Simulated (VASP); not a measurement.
```xyz
4
Lattice="4.0596 0.0000 0.0000 0.0000 4.0596 0.0000 0.0000 0.0000 5.1204" Properties=species:S:1:pos:R:3 pbc="T T T"
Pb     2.0298     0.0000     3.9171
Pb     0.0000     2.0298     1.2033
O      2.0298     2.0298     0.0000
O      0.0000     0.0000     0.0000
```

Calculation: PBE GGA, VASP's PBE PAW potentials (set 64) (plane waves; VASP). Settings: PREC = Normal, 520 eV cut-off, 5×5×4 Γ-centred mesh, Gaussian smearing of 0.050 eV, potentials Pb_d O.

Q: Give the force on each atom (eV/Å).

A: 
| atom | Fx | Fy | Fz |
|---|---|---|---|
| Pb1 | 0.000 | 0.000 | 0.300 |
| Pb2 | 0.000 | 0.000 | -0.300 |
| O3 | 0.000 | 0.000 | 0.000 |
| O4 | 0.000 | 0.000 | 0.000 |

Q: Give the stress tensor in GPa (positive for a compressed cell).

A: 
```
-0.16   0.00   0.00
 0.00  -0.16   0.00
 0.00   0.00  -0.19
```
The pressure is its mean diagonal, -0.17 GPa.

The compound is PbO in the litharge structure. The cell was not relaxed at this level. The run is one of a series of settings (PREC = Normal against the base run), some of them coarse on purpose.
